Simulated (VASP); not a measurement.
An input for Ansatz (written as the equivalent of a VASP run, and not itself run):

Ansatz 0.2 input:
```yaml
crystal:
  lattice:
    - [2.8348348, 0.0000000, 0.0000000]
    - [-1.4174174, 2.4550388, 0.0000000]
    - [0.0000000, 0.0000000, 4.8543564]
  atoms:
    - { symbol: Al, position: [0.0000000, 0.0000000, 0.0000000] }
    - { symbol: Al, position: [0.0000000, 0.0000000, 0.5000000] }
    - { symbol: N, position: [0.3333330, 0.6666670, 0.2500000] }
    - { symbol: N, position: [0.6666670, 0.3333330, 0.7500000] }
kpoints:
  mp_grid: { grid: [9, 9, 5] }
hamiltonian:
  xc: pbesol
  pseudopotentials: { kind: paw }
scf:
  occupations: { method: gaussian, width: 0.05 }
  max_iter: 100
relax:
  max_steps: 40
  f_tol: 0.02
  cell: {}
output: { forces: true, stress: true, eigenvalues: true }
```

**Question.** Translate this input to VASP (INCAR, KPOINTS, POSCAR, choice of POTCAR).

**Answer.** Several could match; the one computed here: 
File POSCAR:
```
AlN
1
    2.8348348400    -0.0000000000     0.0000000000
   -1.4174174200     2.4550388317    -0.0000000000
    0.0000000000     0.0000000000     4.8543564223
Al N
2 2
Direct
  0.0000000000   0.0000000000   0.0000000000
  0.0000000000   0.0000000000   0.5000000000
  0.3333330000   0.6666670000   0.2500000000
  0.6666670000   0.3333330000   0.7500000000
```

File KPOINTS:
```
Automatic mesh
0
Gamma
9 9 5
0 0 0
```

**INCAR**
```
# general
SYSTEM=AlN
PREC  =Accurate
ENCUT =620
LREAL =.FALSE.
LASPH =.TRUE.   # aspherical one-centre terms

# electronic loop
EDIFF =1E-6   # SCF stop (eV)
NELM  =100
ALGO  =Normal

# smearing
ISMEAR=0   # Gaussian
SIGMA =0.05   # width (eV)

# functional
GGA   =PS   # PBEsol

# ions
IBRION=2   # conjugate gradients
NSW   =40
ISIF  =3   # ions, shape and volume
EDIFFG=-0.02

# output
LWAVE =.FALSE.
LCHARG=.FALSE.
```

POTCAR, in this order: Al N (PBE.64 set). Program: vasp_std.

Limits of the translation: each code has its own PAW files, so the cut-off isn't converted (ENCUT is set for VASP's; basis.ecutwfc is left out, and Ansatz then takes the one that its files recommend); Ansatz stops its SCF on the density residual and VASP on the energy change (EDIFF).

The structure was generated: AlN was put into the NiAs type type (P6_3/mmc), which need not be its known phase. It was relaxed first.
